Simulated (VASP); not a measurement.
These are PBEsol GGA, VASP's PBE PAW potentials (set 64) (plane waves; VASP) values and carry that method's errors.

VASP ran on this input.

POSCAR:
```
CoGa
1
    2.8373076076     0.0000000000     0.0000000000
    0.0000000000     2.8940537598     0.0000000000
    0.0000000000     0.0000000000     2.8373076076
Ga Co
1 1
Direct
  0.5000000000   0.5000000000   0.5000000000
  0.0000000000   0.0000000000   0.0000000000
```

### KPOINTS
```
Regular mesh
0
gamma
  12 12 12
0 0 0
```

### INCAR
```
# general
SYSTEM  = CoGa
PREC    = Accurate
ENCUT   = 480
LREAL   = .False.
LASPH   = .True.

# electronic loop
EDIFF   = 1E-7
NELM    = 100
ALGO    = Normal
LMAXMIX = 4

# smearing
ISMEAR  = 1
SIGMA   = 0.1

# functional
GGA     = PS

# ions
IBRION  = 2
NSW     = 30
ISIF    = 2
EDIFFG  = -0.01

# output
LWAVE   = .False.
LCHARG  = .False.
```

POTCAR, in this order: Ga_d Co (PBE.64 set). Program: vasp_std.

The resulting files:

**OUTCAR**
```
 ion  position               nearest neighbor table
   1  0.500  0.500  0.500-   2 2.47   2 2.47   2 2.47   2 2.47   2 2.47   2 2.47   2 2.47   2 2.47
  LATTYP: Found a simple tetragonal cell.
 ALAT       =     2.8373076076
 C/A-ratio  =     1.0200000000
 Subroutine PRICEL returns:
 Original cell was already a primitive cell.
 Subroutine GETGRP returns: Found 16 space group operations
The static configuration has the point symmetry D_4h.
The dynamic configuration has the point symmetry D_4h.
 Subroutine INISYM returns: Found 16 space group operations
 Subroutine IBZKPT returns following result:
 Found    196 irreducible k-points:

 Following reciprocal coordinates:
            Coordinates               Weight
  0.000000  0.000000  0.000000      1.000000
  0.083333  0.000000  0.000000      4.000000
  0.166667  0.000000  0.000000      4.000000
  0.250000  0.000000  0.000000      4.000000
  0.333333  0.000000  0.000000      4.000000
  0.416667  0.000000  0.000000      4.000000
  0.500000  0.000000  0.000000      2.000000
  0.000000  0.083333  0.000000      2.000000
  0.083333  0.083333  0.000000      8.000000
  0.166667  0.083333  0.000000      8.000000
  0.250000  0.083333  0.000000      8.000000
  0.333333  0.083333  0.000000      8.000000
  0.416667  0.083333  0.000000      8.000000
  0.500000  0.083333  0.000000      4.000000
  0.000000  0.166667  0.000000      2.000000
  0.083333  0.166667  0.000000      8.000000
  0.166667  0.166667  0.000000      8.000000
  0.250000  0.166667  0.000000      8.000000
  0.333333  0.166667  0.000000      8.000000
  0.416667  0.166667  0.000000      8.000000
  0.500000  0.166667  0.000000      4.000000
  0.000000  0.250000  0.000000      2.000000
  0.083333  0.250000  0.000000      8.000000
  0.166667  0.250000  0.000000      8.000000
...
```

### OSZICAR
```
       N       E                     dE             d eps       ncg     rms          rms(c)
DAV:   1     0.940229640344E+02    0.94023E+02   -0.10348E+04  6231   0.250E+03
DAV:   2    -0.840874440612E+01   -0.10243E+03   -0.10010E+03  6140   0.344E+02
DAV:   3    -0.129351096810E+02   -0.45264E+01   -0.45089E+01  6965   0.785E+01
DAV:   4    -0.130037072580E+02   -0.68598E-01   -0.68572E-01  7960   0.906E+00
DAV:   5    -0.130053423250E+02   -0.16351E-02   -0.16350E-02  7275   0.120E+00    0.107E+01
DAV:   6    -0.141955271943E+02   -0.11902E+01   -0.27621E+01  6715   0.707E+01    0.124E+01
DAV:   7    -0.117967940775E+02    0.23987E+01   -0.11053E+01  6077   0.524E+01    0.174E+00
DAV:   8    -0.117788783599E+02    0.17916E-01   -0.29980E-01  6777   0.598E+00    0.713E-01
DAV:   9    -0.117703872964E+02    0.84911E-02   -0.25315E-02  7999   0.247E+00    0.164E-01
DAV:  10    -0.117699232336E+02    0.46406E-03   -0.77193E-04  7780   0.413E-01    0.791E-02
DAV:  11    -0.117698976035E+02    0.25630E-04   -0.14854E-04  8708   0.216E-01    0.160E-02
DAV:  12    -0.117698971609E+02    0.44258E-06   -0.62188E-06  8861   0.427E-02    0.302E-03
DAV:  13    -0.117698971464E+02    0.14479E-07   -0.55141E-07  6842   0.119E-02
   1 F= -.11769897E+02 E0= -.11769806E+02  d E =-.117699E+02
```

File OUTCAR:
```
------------------------ aborting loop because EDIFF is reached ----------------------------------------
  FORCE on cell =-STRESS in cart. coord.  units (eV):
  Direction    XX          YY          ZZ          XY          YZ          ZX
  --------------------------------------------------------------------------------------
  Total       -0.4203777     -0.5422055     -0.4203777     -0.0000000      0.0000000      0.0000000
  in kB      -28.9088491    -37.2867981    -28.9088491     -0.0000000      0.0000000      0.0000000
  external PRESSURE =     -31.7014988 kB  Pullay stress =       0.0000000 kB
  volume of cell :       23.30
      direct lattice vectors                 reciprocal lattice vectors
     2.837307608  0.000000000  0.000000000     0.352446805  0.000000000  0.000000000
     0.000000000  2.894053760  0.000000000     0.000000000  0.345536083  0.000000000
     0.000000000  0.000000000  2.837307608     0.000000000  0.000000000  0.352446805
 POSITION                                       TOTAL-FORCE (eV/Angst)
 -----------------------------------------------------------------------------------
      1.41865      1.44703      1.41865         0.000000      0.000000      0.000000
      0.00000      0.00000      0.00000         0.000000      0.000000      0.000000
 -----------------------------------------------------------------------------------
    total drift:                               -0.000000      0.000000      0.000000
  FREE ENERGIE OF THE ION-ELECTRON SYSTEM (eV)
  ---------------------------------------------------
  free  energy   TOTEN  =       -11.7698971464 eV

  energy  without entropy=      -11.7696243504  energy(sigma->0) =      -11.76980621

 reached required accuracy - stopping structural energy minimisation
```
(Selected blocks of OUTCAR.)

The compound is CoGa in the CsCl type structure. This cell was strained or had an atom moved on purpose. The run is not spin-polarised, so no magnetic state was tried.
